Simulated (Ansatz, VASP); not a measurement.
**Cross-check of Y between VASP and Ansatz**

Wanted: the spread between two codes on one cell, functional and k mesh. The cell is taken from a series of runs on this material, whose earlier steps may have relaxed, scaled, displaced or heated it; both programs get it as it stands.

Main program and level: Ansatz 0.2.0; plane waves, with VASP 6.6.1 beside it; zone-centre phonons at PBEsol.

## 1. The structure

The structure is hexagonal, space group P6_3/mmc (No. 194). Conventional cell: a = 3.634 Å, b = 3.634 Å, c = 5.551 Å, α = 90.00°, β = 90.00°, γ = 120.00°. Nearest to Y lie 12 Y at 3.48 to 3.63 Å.

## 2. Ansatz: zone-centre phonons, PBEsol, pair 1

Ansatz runs on its PAW soft_1 files.

Second derivatives magnify differences that forces hide, and they need a tight electronic threshold.

input.yaml

```yaml
crystal:
  lattice:
    - [3.63448589, 0.0, 0.0]
    - [-1.817242945, 3.1475571104, 0.0]
    - [0.0, 0.0, 5.5507571703]
  atoms:
    - { symbol: "Y", position: [0.3333333333, 0.6666666667, 0.25] }
    - { symbol: "Y", position: [0.6666666667, 0.3333333333, 0.75] }
kpoints:
  mp_grid: { grid: [15, 15, 8] }
hamiltonian:
  xc: pbesol
  pseudopotentials: { kind: paw, azcp: { folder: soft_1 }, xc_functional: pbe }
scf:
  occupations: { method: methfessel_paxton, width: 0.2 }
output:
  eigenvalues: true
phonons:
  method: dfpt
```

Run with:

```bash
$ ansatz run input.yaml --threads 4 --pin off --max-ram 10240MiB --backend cpu --events-out ev --progress --plain --runs-dir out
```

Numbers of over 12 decimals in the logs are rounded to 6 here.

The program printed:

```text
zone centre: on kpoints.mp_grid the ground state, and the responses unless they are solved on pairs of k-points, stand on 320 of the mesh's 1800 k-points, reduced under 4 symmetry operations, with k and −k counted as one. Each operation leaves every solved displacement unchanged or reverses it
Engine: ansatz 0.2.0, x86_64-unknown-linux-gnu
Pseudopotentials: kind: paw
Pseudopotential: Y, paw, valence charge 11, recommended cutoff 420 eV (normal), soft_1/Y.paw.azcp
Functional definition: PBEsol
  exchange = pbesol_x
  correlation = pbesol_c
Crystal: 2 atoms, lattice volume = 63.499 Å³
Basis set: ecut = 420 eV, 1231 PW (Γ), exchange–correlation on 50×50×80 points (8 copies of the dense FFT grid, shifted against one another)
Bands: 15, of which v1, the nominal top of the filled ones, is band 11 counted from 1 (10 counted from 0)
Symmetry: 24 space group operations
k-points: 320 of 1800 (irreducible under 4 space group operations, time reversal used)
Non-local potential: Y, projectors of the file, l = 0: 3, l = 1: 2, l = 2: 2, l = 3: 1
PAW form: soft (Blöchl's): semilocal exchange-correlation on the pseudo side does not see the compensation charge
PAW frozen core: Y, regenerated for the run's functional, and the local potential with it (the file was generated under x = pbe(κ = 0.804, μ = 0.219515), c = pbe(β = 0.066725))
PAW one-centre angular grid: Y, 590 points (default); XC on 64 Gauss nodes
Initial density: superposition of atomic densities (chi_scale 0.1, normalization cell)
Initial wavefunctions: pseudopotential atomic-orbital guess
Functional: x = pbesol(κ = 0.804, μ = 0.123457), c = pbesol(β = 0.046)
SCF iter   1: F=—  HF=-7590.249562 eV  |F-HF|=—  |Δ(HF+E_count)|=         —  Δρ=1.39e-2  dr2=1.93e-1  ethr=3.10e-3  ⟨swp⟩=4.4  Hψ=20343  notcnv=0
preconditioner: auto → Kerker (q_TF=auto, 2.286 Å⁻¹)  [metal: Δε(μ)=0.025 eV  Ē_g=2.651 eV  σ=0.200 eV  W_gap=0.10  n_scr=10 (ndim 8)  ℏωp=11.4 eV  f_vac=0.000  D(μ)=3.65/eV (n_scr^D=34)]
SCF iter   2: F=—  HF=-7590.208603 eV  |F-HF|=—  |Δ(HF+E_count)|=   4.10e-2  S|Δr|=    0.00e0  Δρ=8.79e-3  dr2=7.68e-2  ethr=8.78e-4  ⟨swp⟩=1.0  Hψ=7360  notcnv=0
SCF iter   3: F=—  HF=-7590.183534 eV  |F-HF|=—  |Δ(HF+E_count)|=   2.51e-2  S|Δr|=    0.00e0  Δρ=1.38e-3  dr2=1.20e-3  ethr=3.49e-4  ⟨swp⟩=2.9  Hψ=8396  notcnv=0
SCF iter   4: F=—  HF=-7590.183473 eV  |F-HF|=—  |Δ(HF+E_count)|=   6.03e-5  S|Δr|=    0.00e0  Δρ=2.05e-4  dr2=2.32e-5  ethr=5.44e-6  ⟨swp⟩=2.0  Hψ=5952  notcnv=0
SCF iter   5: F=—  HF=-7590.183470 eV  |F-HF|=—  |Δ(HF+E_count)|=   3.89e-6  S|Δr|=    0.00e0  Δρ=4.71e-5  dr2=9.19e-7  ethr=1.05e-7  ⟨swp⟩=2.0  Hψ=8348  notcnv=0
SCF iter   6: F=—  HF=-7590.183470 eV  |F-HF|=—  |Δ(HF+E_count)|=   5.07e-8  S|Δr|=    0.00e0  Δρ=7.84e-6  dr2=3.20e-8  ethr=4.18e-9  ⟨swp⟩=1.1  Hψ=4826  notcnv=0
SCF iter   7: F=—  HF=-7590.183470 eV  |F-HF|=—  |Δ(HF+E_count)|=   5.32e-9  S|Δr|=    0.00e0  Δρ=1.49e-6  dr2=1.10e-9  ethr=1.45e-10  ⟨swp⟩=2.0  Hψ=7160  notcnv=0
SCF iter   8: F=-7590.183470 eV  HF=-7590.183470 eV  |F-HF|=4.55e-12  |Δ(HF+E_count)|=  1.33e-10  S|Δr|=    0.00e0  Δρ=1.39e-7  dr2=8.64e-12  ethr=1.00e-12  ⟨swp⟩=4.1  Hψ=23935  notcnv=0
SCF 1 converged in 8 iterations: F = -7590.183470 eV  dr2 = 8.64e-12
  greatest PAW one-centre occupation: 0.993 electrons in one spin orbital (limit 2), on the Y atom at site 1 (counted from 0), in its partial waves of l = 0
DFPT response loops at Γ: preconditioner auto → Kerker (q_TF=auto, 2.286 Å⁻¹) (partly filled bands, converged f_vac=0.000); β = 1.00, the filter's whole step (`scf.mixing.beta` (0.50) is not read by the response loops under this deck's `scf.mixing.preconditioner`; to damp them name `kerker` or `kerker_dos`, under which they read `scf.mixing.beta`, and type it under 1.00, their step now; both keys bind the ground state too); Broyden in place of MSR1
SCF converged after 8 iterations
Stability not checked: this state was not tested for a lower state beside it, because cold or Methfessel-Paxton smearing, or corrected tetrahedra, fill the levels in a way that the test cannot read (fill_not_monotonic; see scf.lower_state_search)
Free energy (F): -7590.183470 eV
Harris-Foulkes:  -7590.183470 eV  (|F-HF|=4.55e-12)
Internal energy: -7590.182556 eV  (E = F + TS)
E sigma→0 (E₀):  -7590.183241 eV
Entropy (-TS):   -0.000914 eV (-0.457 meV/atom)
Fermi energy:    9.634256 eV
--- Per-component energies (eV) ---
  E_band       = -234.576287
  E_kinetic    = 631.039769
  E_local      = -1183.447085  (includes V_loc(G=0)·N_el)
  E_nonlocal   = 57.199873
  E_hartree    = 374.236729
  E_xc         = -353.604502
  E_vxc        = -408.677451  (∫ρ·V_xc dr)
  E_paw        = -5527.669078  (= ΣΔE_a)
  E_vpaw       = -79.164906  (= ΣTr[D̂ρ^β])
  E_aug_tail   = 0.000046  (compensation charges beyond the density's cutoff)
  E_ewald      = -1588.235855
  E_core_change = 0.297547  (= ΣΔE_core)
  E_smearing   = -0.000914  (= −TS)
  E_closure    = 0.000000  (closes the sum)
  Σ components = -7590.183470   (vs F -7590.183470, Δ=0.00e0)
--- Band table (eV; the first three rows and the last of 320) ---
  k-point 0: bands = [... 7 lower, -12.5034, 4.9366, 7.7702, 10.8291, 11.3676, 11.3676, 11.9201, 12.0534]
  k-point 1: bands = [... 7 lower, -12.5324, 5.0473, 7.7148, 10.6997, 11.2860, 11.2860, 11.8096, 11.9444]
  k-point 2: bands = [... 7 lower, -12.5784, 5.3677, 7.4972, 10.4897, 11.1754, 11.1754, 11.5079, 11.6967]
  k-point 319: bands = [... 7 lower, -12.6326, 8.2753, 8.2753, 9.7951, 9.7951, 10.4109, 10.4109, 12.2116]
--- Phonons (Γ-DFPT): 2 representative perturbations + reference, on 320 of 1800 k-points (Σ response iterations 6) ---
  k mesh reduced under 4 symmetry operations, with k and −k counted as one. Each operation leaves every solved displacement unchanged or reverses it
  ASR residual: 2.871e-5 → 0.000e0 eV/Å²; symmetrization residual: 2.125e-13 eV/Å²
  ASR residual per site (eV/Å²): 2.87e-5 2.87e-5
  Γ frequencies (cm⁻¹): 0.00 0.00 0.00 92.09 92.09 158.59
  non-analytic LO–TO correction: not included (Born effective charges unavailable; polar crystals: no LO–TO splitting at Γ)
```

Reading the cycles: dr2 is the Hartree energy of the density residual (eV), the measure of convergence; HF is the Harris–Foulkes estimate of the energy, which meets the free energy F at convergence.

## 3. VASP: zone-centre phonons, PBEsol, pair 1

The same cell, functional, mesh and smearing now go to VASP, with its own data sets.

Lines of VASP's logs that name or quote its potential files are left out, and so is its time.

INCAR

```
SYSTEM = Y
PREC = Accurate
ENCUT = 500
EDIFF = 1E-08
NELM = 120
ISMEAR = 1
SIGMA = 0.2
LREAL = .FALSE.
ALGO = Normal
GGA = PS
NBANDS = 17
LASPH = .TRUE.
LORBIT = 11
LWAVE = .FALSE.
LCHARG = .FALSE.
ISIF = 2
IBRION = 8
GGA_COMPAT = .FALSE.
KPAR = 2
```

POSCAR

```
Y
1.0
    3.6344858900      0.0000000000      0.0000000000
   -1.8172429450      3.1475571104      0.0000000000
    0.0000000000      0.0000000000      5.5507571703
Y
2
Direct
    0.3333333333      0.6666666667      0.2500000000
    0.6666666667      0.3333333333      0.7500000000
```

KPOINTS

```
Automatic mesh
0
Gamma
15 15 8
0 0 0
```

PAW data sets: Y_sv (PBE family, release 64).

Run with:

```bash
$ mpirun -np 2 vasp_std
```

The program printed:

```text
[banner, memory and clock lines left out]
running    2 mpi-ranks, on    1 nodes
 distrk:  each k-point on    1 cores,    2 groups
 distr:  one band on    1 cores,    1 groups

 POSCAR found type information on POSCAR Y
 POSCAR found :  1 types and       2 ions
|                                                                             |
|               ----> ADVICE to this user running VASP <----                  |
|                                                                             |
|     You enforced a specific xc type in the INCAR file but a different       |
|     [... a line on the potential file left out ...]
|     I HOPE YOU KNOW WHAT YOU ARE DOING!                                     |
|                                                                             |

 LDA part: xc-table for (Slater+PW92), standard interpolation
 POSCAR, INCAR and KPOINTS ok, starting setup
 FFT: planning ... GRIDC
 FFT: planning ... GRID_SOFT
 FFT: planning ... GRID
 WAVECAR not read
 entering main loop
       N       E                     dE             d eps       ncg     rms          rms(c)
DAV:   1     0.853354746275E+02    0.85335E+02   -0.11282E+04  4590   0.120E+03
DAV:   2    -0.704358735695E+01   -0.92379E+02   -0.91068E+02  5753   0.262E+02
DAV:   3    -0.139069287641E+02   -0.68633E+01   -0.68147E+01  8200   0.437E+01
DAV:   4    -0.140807739147E+02   -0.17385E+00   -0.17372E+00  5557   0.703E+00
DAV:   5    -0.140845722391E+02   -0.37983E-02   -0.37978E-02  6788   0.815E-01    0.339E+01
DAV:   6    -0.137138929593E+02    0.37068E+00   -0.46110E-01  5001   0.430E+00    0.209E+01
DAV:   7    -0.136486268141E+02    0.65266E-01   -0.89130E-01  6130   0.546E+00    0.183E+00
DAV:   8    -0.136359435064E+02    0.12683E-01   -0.15896E-01  5714   0.241E+00    0.905E-01
DAV:   9    -0.136353282549E+02    0.61525E-03   -0.47145E-03  6559   0.439E-01    0.370E-01
DAV:  10    -0.136353998102E+02   -0.71555E-04   -0.13334E-03  5362   0.334E-01    0.201E-01
DAV:  11    -0.136353787928E+02    0.21017E-04   -0.73134E-05  6996   0.725E-02    0.230E-02
DAV:  12    -0.136353753324E+02    0.34604E-05   -0.17447E-05  5617   0.366E-02    0.228E-02
DAV:  13    -0.136353765639E+02   -0.12315E-05   -0.48255E-06  5319   0.209E-02    0.244E-03
DAV:  14    -0.136353767115E+02   -0.14760E-06   -0.20931E-07  7524   0.276E-03    0.796E-04
DAV:  15    -0.136353766278E+02    0.83729E-07   -0.15288E-08  4122   0.118E-03    0.705E-04
DAV:  16    -0.136353766470E+02   -0.19193E-07   -0.13033E-09  3274   0.293E-04    0.133E-04
DAV:  17    -0.136353766400E+02    0.69326E-08   -0.28121E-10  2986   0.147E-04
   1 F= -.13635377E+02 E0= -.13635086E+02  d E =-.873326E-03
 Linear response reoptimize wavefunctions to high precision
DAV:   1    -0.136353766344E+02    0.56284E-08   -0.13381E-10  3105   0.102E-04
DAV:   2    -0.136353766344E+02    0.23647E-10   -0.36796E-11  2909   0.389E-05
 Linear response DOF=           2
 Linear response progress:
  Degree of freedom:   1/  2
       N       E                     dE             d eps       ncg     rms          rms(c)
RMM:   1    -0.271636699607E+00   -0.27164E+00    0.40761E+00 22540   0.109E+01
RMM:   2    -0.259077122836E+00    0.12560E-01   -0.19424E-01 33162   0.202E+00    0.165E-01
RMM:   3    -0.260612953787E+00   -0.15358E-02   -0.15418E-02 38756   0.609E-01    0.778E-02
RMM:   4    -0.260994878415E+00   -0.38192E-03   -0.25957E-03 45619   0.219E-01    0.305E-02
RMM:   5    -0.261051682255E+00   -0.56804E-04   -0.47730E-04 47625   0.936E-02    0.185E-02
RMM:   6    -0.260963251156E+00    0.88431E-04   -0.10939E-04 48448   0.366E-02    0.601E-03
RMM:   7    -0.260911388027E+00    0.51863E-04   -0.10855E-04 48564   0.188E-02    0.180E-03
RMM:   8    -0.260898542149E+00    0.12846E-04   -0.10025E-04 48993   0.103E-02    0.148E-03
RMM:   9    -0.260883886929E+00    0.14655E-04   -0.80826E-05 48863   0.675E-03    0.594E-04
RMM:  10    -0.260887123680E+00   -0.32368E-05   -0.59424E-05 48863   0.461E-03    0.636E-04
RMM:  11    -0.260883894174E+00    0.32295E-05   -0.36811E-05 48707   0.351E-03    0.168E-04
RMM:  12    -0.260885735050E+00   -0.18409E-05   -0.25082E-05 49056   0.280E-03    0.495E-04
RMM:  13    -0.260884092864E+00    0.16422E-05   -0.17227E-05 48107   0.234E-03    0.109E-04
RMM:  14    -0.260884207384E+00   -0.11452E-06   -0.12515E-05 49197   0.198E-03    0.281E-04
RMM:  15    -0.260884536765E+00   -0.32938E-06   -0.89511E-06 48851   0.171E-03    0.454E-04
RMM:  16    -0.260884031116E+00    0.50565E-06   -0.68177E-06 47125   0.153E-03    0.325E-04
RMM:  17    -0.260883654051E+00    0.37707E-06   -0.52462E-06 48517   0.136E-03    0.250E-04
RMM:  18    -0.260883611287E+00    0.42764E-07   -0.40807E-06 48911   0.123E-03    0.276E-04
RMM:  19    -0.260883603456E+00    0.78307E-08   -0.32336E-06 48373   0.112E-03    0.289E-04
 first order change of Fermi-energy   0.31303E-04
 force on displaced ion       1 direction 1 :  -1.393  -0.000   0.000
 Linear response progress:
  Degree of freedom:   2/  2
       N       E                     dE             d eps       ncg     rms          rms(c)
RMM:   1    -0.310281153098E+00   -0.31028E+00    0.42122E+00  7665   0.108E+01
RMM:   2    -0.300944213515E+00    0.93369E-02   -0.20065E-01 11389   0.199E+00    0.324E-01
RMM:   3    -0.303447227205E+00   -0.25030E-02   -0.14683E-02 12684   0.586E-01    0.170E-01
RMM:   4    -0.304083164081E+00   -0.63594E-03   -0.21072E-03 14617   0.226E-01    0.413E-02
RMM:   5    -0.303983629704E+00    0.99534E-04   -0.43543E-04 15277   0.965E-02    0.165E-02
RMM:   6    -0.303858406330E+00    0.12522E-03   -0.99093E-05 16126   0.424E-02    0.855E-03
RMM:   7    -0.303700992565E+00    0.15741E-03   -0.37302E-05 15830   0.177E-02    0.578E-03
RMM:   8    -0.303684438746E+00    0.16554E-04   -0.32814E-05 15897   0.933E-03    0.119E-03
RMM:   9    -0.303670588148E+00    0.13851E-04   -0.23542E-05 16395   0.529E-03    0.560E-04
RMM:  10    -0.303665638078E+00    0.49501E-05   -0.18197E-05 16338   0.331E-03    0.233E-04
RMM:  11    -0.303667365551E+00   -0.17275E-05   -0.13028E-05 16415   0.231E-03    0.144E-04
RMM:  12    -0.303667006429E+00    0.35912E-06   -0.77441E-06 16299   0.177E-03    0.140E-04
RMM:  13    -0.303667266123E+00   -0.25969E-06   -0.44091E-06 16336   0.144E-03    0.207E-04
RMM:  14    -0.303668033713E+00   -0.76759E-06   -0.26547E-06 15839   0.125E-03    0.278E-04
RMM:  15    -0.303667162474E+00    0.87124E-06   -0.17929E-06 15737   0.110E-03    0.164E-04
RMM:  16    -0.303667496550E+00   -0.33408E-06   -0.11323E-06 16089   0.964E-04    0.228E-04
RMM:  17    -0.303667545289E+00   -0.48739E-07   -0.87090E-07 16090   0.866E-04    0.257E-04
RMM:  18    -0.303667549023E+00   -0.37334E-08   -0.61434E-07 15729   0.793E-04    0.271E-04
RMM:  19    -0.303667552601E+00   -0.35782E-08   -0.64418E-07 15587   0.735E-04    0.287E-04
RMM:  20    -0.303667560757E+00   -0.81565E-08   -0.33703E-07 15394   0.688E-04    0.301E-04
 first order change of Fermi-energy   0.60287E-04
 force on displaced ion       1 direction 3 :  -0.000  -0.000  -4.101
 Linear response finished
```

Parts of OUTCAR (step 3):

```text
ion  position               nearest neighbor table
   1  0.333  0.667  0.250-   2 3.48   2 3.48   2 3.48   2 3.48   2 3.48   2 3.48
   2  0.667  0.333  0.750-   1 3.48   1 3.48   1 3.48   1 3.48   1 3.48   1 3.48

  LATTYP: Found a hexagonal cell.
 ALAT       =     3.6344858900
 C/A-ratio  =     1.5272468619

 Subroutine GETGRP returns: Found 24 space group operations
 (whereof 12 operations were pure point group operations)

The static configuration has the point symmetry D_3d.
 The point group associated with its full space group is D_6h.

 Found    135 irreducible k-points:

   k-points           NKPTS =    135   k-points in BZ     NKDIM =    135   number of bands    NBANDS=     17

   dimension x,y,z NGX =    28 NGY =   28 NGZ =   40
   dimension x,y,z NGXF=    56 NGYF=   56 NGZF=   80

   ENCUT  =  500.0 eV  36.75 Ry    6.06 a.u.   6.63  6.63 10.12*2*pi/ulx,y,z

   NELECT =      22.0000    total number of electrons

 k-points in reciprocal lattice and weights: Automatic mesh
   0.00000000  0.00000000  0.00000000       0.001
   0.06666667  0.00000000  0.00000000       0.003
   0.13333333  0.00000000  0.00000000       0.003
   0.20000000 -0.00000000  0.00000000       0.003
   0.26666667  0.00000000  0.00000000       0.003
   0.33333333  0.00000000  0.00000000       0.003
   0.40000000  0.00000000  0.00000000       0.003
   0.46666667 -0.00000000  0.00000000       0.003
   0.06666667  0.06666667  0.00000000       0.003
[...]
0.33333333  0.26666667  0.50000000       0.007
   0.33333333  0.33333333  0.50000000       0.001

 average (electrostatic) potential at core
       1 -37.3141       2 -37.3141

  Total       -0.3980653     -0.3980653     -0.0484052      0.0000000      0.0000000      0.0000000
  in kB      -10.0437551    -10.0437551     -1.2213309      0.0000000      0.0000000      0.0000000
  external PRESSURE =      -7.1029470 kB  Pullay stress =       0.0000000 kB

  energy-cutoff  :      500.00
  volume of cell :       63.50
      direct lattice vectors                 reciprocal lattice vectors
     3.634485890  0.000000000  0.000000000     0.275142078  0.158853353  0.000000000
    -1.817242945  3.147557110  0.000000000     0.000000000  0.317706706  0.000000000
     0.000000000  0.000000000  5.550757170     0.000000000  0.000000000  0.180155602

 POSITION                                       TOTAL-FORCE (eV/Angst)
 -----------------------------------------------------------------------------------
     -0.00000      2.09837      1.38769        -0.000000      0.000000      0.000000
      1.81724      1.04919      4.16307         0.000000     -0.000000      0.000000
 -----------------------------------------------------------------------------------
    total drift:                               -0.000000      0.000000     -0.000000

 Eigenvectors and eigenvalues of the dynamical matrix
 ----------------------------------------------------

   1 f  =    4.748613 THz    29.836416 2PiTHz  158.396683 cm-1    19.638677 meV
             X         Y         Z           dx          dy          dz
     -0.000000  2.098371  1.387689     0.000000    0.000000   -0.707107
      1.817243  1.049186  4.163068    -0.000000    0.000000    0.707107

   2 f  =    2.767452 THz    17.388415 2PiTHz   92.312270 cm-1    11.445258 meV
             X         Y         Z           dx          dy          dz
     -0.000000  2.098371  1.387689     0.707107   -0.000000    0.000000
      1.817243  1.049186  4.163068    -0.707107    0.000000    0.000000

   3 f  =    2.767452 THz    17.388415 2PiTHz   92.312270 cm-1    11.445258 meV
             X         Y         Z           dx          dy          dz
     -0.000000  2.098371  1.387689    -0.000000    0.707107    0.000000
      1.817243  1.049186  4.163068    -0.000000   -0.707107    0.000000

   4 f  =    0.000000 THz     0.000000 2PiTHz    0.000000 cm-1     0.000000 meV
             X         Y         Z           dx          dy          dz
     -0.000000  2.098371  1.387689    -0.000000    0.707107    0.000000
      1.817243  1.049186  4.163068    -0.000000    0.707107    0.000000

   5 f  =    0.000000 THz     0.000000 2PiTHz    0.000000 cm-1     0.000000 meV
             X         Y         Z           dx          dy          dz
     -0.000000  2.098371  1.387689    -0.000000    0.000000    0.707107
      1.817243  1.049186  4.163068     0.000000    0.000000    0.707107

   6 f/i=    0.000000 THz     0.000000 2PiTHz    0.000000 cm-1     0.000000 meV
             X         Y         Z           dx          dy          dz
     -0.000000  2.098371  1.387689    -0.707107   -0.000000   -0.000000
      1.817243  1.049186  4.163068    -0.707107   -0.000000    0.000000

 ELASTIC MODULI CONTR FROM IONIC RELAXATION (kBar)
 Direction    XX          YY          ZZ          XY          YZ          ZX
 --------------------------------------------------------------------------------
 XX         -43.0502     43.0502      0.0000     -0.0000      0.0000      0.0000
 YY          43.0502    -43.0502     -0.0000      0.0000      0.0000      0.0000
 ZZ           0.0000     -0.0000     -0.0000      0.0000      0.0000      0.0000
 XY          -0.0000      0.0000      0.0000    -43.0502      0.0000      0.0000
 YZ           0.0000      0.0000      0.0000      0.0000      0.0000      0.0000
 ZX           0.0000      0.0000      0.0000      0.0000      0.0000      0.0000
 --------------------------------------------------------------------------------
```

## 4. Side by side

Known differences besides the potentials themselves: the cutoff is 420 eV in Ansatz and 500 eV in VASP; Ansatz makes its cores anew for this functional, VASP keeps those of its PBE data sets. Total energies have different zeros and are not compared.

The two programs side by side:

```tsv
quantity	Ansatz	VASP	difference
optical mode 1 to 2 (cm⁻¹)	92.1	92.3	-0.24 %
optical mode 3 (cm⁻¹)	158.6	158.4	+0.12 %
```

Modes are paired by rising frequency, not by their patterns, so a pair may set unlike modes beside each other; they are those without the splitting of longitudinal modes.

(Continued in part 2 of 2.)

[Lines on the potential files, build, host, timing and source positions are cut from VASP's logs without a mark.]

[Logs are printed without paths, hosts, clocks, repeated set-up lines and the standing remarks that a program may print on its own settings, such as how far it seeks lower states.]

[Hosts, paths, dates, database ids (printed as entryN), source tags and the programs' standing remarks are cut or masked in the printed files.]
